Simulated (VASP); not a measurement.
Calculation: PBE GGA, VASP's PBE PAW potentials (set 64) (plane waves; VASP).

Input for VASP

File KPOINTS:
```
K-points
0
G
  12 12 9
```

### INCAR
```
# general
SYSTEM =FePt
PREC   =Accurate
ENCUT  =400
LREAL  =.False.
LASPH  =.True.

# electronic loop
EDIFF  =1E-6
NELM   =100
ALGO   =Normal
LMAXMIX=6

# smearing
ISMEAR =1
SIGMA  =0.1

# functional
GGA    =PE

# spin
ISPIN  =1

# ions
ISIF   =2

# output
LWAVE  =.False.
LCHARG =.False.
LORBIT =10
```

### POSCAR
```
FePt
2.6556720
  1.0000000000   0.0000000000   0.0000000000
  0.0000000000   1.0310685958   0.0000000000
  0.0000000000   0.0000000000   1.3682759015
Fe Pt
1 1
Cart
  0.0000000000   0.0000000000   0.0000000000
  0.5148810000   0.5155342979   0.6841379508
```

POTCAR, in this order: Fe Pt (PBE.64 set). Program: vasp_std.

Unless said otherwise, spin-orbit coupling is left out, though it shifts the bands of the heavy elements here.

What does the run give for the energy per atom (σ→0), pressure, largest force, band gap (on the k-mesh)?

```json
{
 "energy per atom (σ→0)": "-7.051 eV/atom",
 "band gap (on the k-mesh)": "none (metal, semimetal or under 0.01 eV)",
 "pressure": "-4.13 GPa",
 "largest_force": "0.207 eV/Å"
}
```

### OSZICAR
```
...
DAV:   7    -0.145094294203E+02    0.20620E+01   -0.13983E+01  8100   0.898E+01    0.955E+00
DAV:   8    -0.141506639170E+02    0.35877E+00   -0.57250E-01  7983   0.145E+01    0.283E+00
DAV:   9    -0.141039236786E+02    0.46740E-01   -0.70883E-02  8434   0.565E+00    0.663E-01
DAV:  10    -0.141020971439E+02    0.18265E-02   -0.30050E-03  7580   0.854E-01    0.287E-01
DAV:  11    -0.141014595617E+02    0.63758E-03   -0.87413E-04  9662   0.621E-01    0.595E-02
DAV:  12    -0.141014621192E+02   -0.25575E-05   -0.32667E-05  6745   0.610E-02    0.239E-02
DAV:  13    -0.141014623880E+02   -0.26873E-06   -0.29324E-06  6877   0.344E-02
   1 F= -.14101462E+02 E0= -.14101664E+02  d E =0.605000E-03
```

The compound is FePt in the L1_0 structure. The cell was not relaxed at this level, atoms are displaced from their ideal sites. The run is one of a series of settings (ISPIN = 1, the spin start removed against the base run), some of them coarse on purpose. The run is not spin-polarised, so no magnetic state was tried.
